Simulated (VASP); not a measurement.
Runs of VASP 6.6.1 on MnS. The structure is cubic, space group Fm-3m (No. 225). The conventional cell has a = 5.224 Å, b = 5.224 Å, c = 5.224 Å, α = 90.00°, β = 90.00°, γ = 90.00°. Mn (site symmetry m-3m) has 6 S at 2.61 Å as nearest neighbours. Around S (site symmetry m-3m) lie 6 Mn at 2.61 Å. 

```csv
spin,U,fixed moment (μB),gap on the mesh (eV),pressure (GPa),moment (μB)
"collinear, random start",Mn d U = 4 eV,-,0.52,-0.2,5.00
"non-collinear, random start, SOC",Mn d U = 2 eV,-,-,-2.5,4.96
"collinear, ferromagnetic start",Mn d U = 4 eV,-,0.52,-0.2,5.00
"collinear, zero start",Mn d U = 4 eV,-,0.52,-0.2,5.00
"collinear, ferromagnetic start",Mn d U = 2 eV,4,-,-12.2,4.00
"collinear, ferromagnetic start",Mn d U = 4 eV,1,-,(a),1.00
"collinear, random start",Mn d U = 2 eV,-,none,-2.5,4.96
"collinear, ferromagnetic start",Mn d U = 2 eV,-,none,-2.5,4.96
```

Alike in all rows: task single point; level PBEsol+U; potentials or basis VASP PAW PBE potentials, release 64 (Mn_pv, S); cell as given; k mesh 6 × 6 × 6; cutoff (eV) 520; smearing gaussian 0.05 eV.

Estimate the missing entries.

(a) -5.6.

Caveats: the PAW data sets were made with another functional, which shifts forces and pressure a little; a cell with one magnetic atom can't hold antiferromagnetic order, which such compounds often take; the total moment is fixed, so each spin has its own Fermi level (some runs); the moment is held away from its start (some runs).

A k mesh can miss the band edges.

A gap of «none» marks a metal or a gap under the smearing width.

Runs at the PBE level aren't shown here.
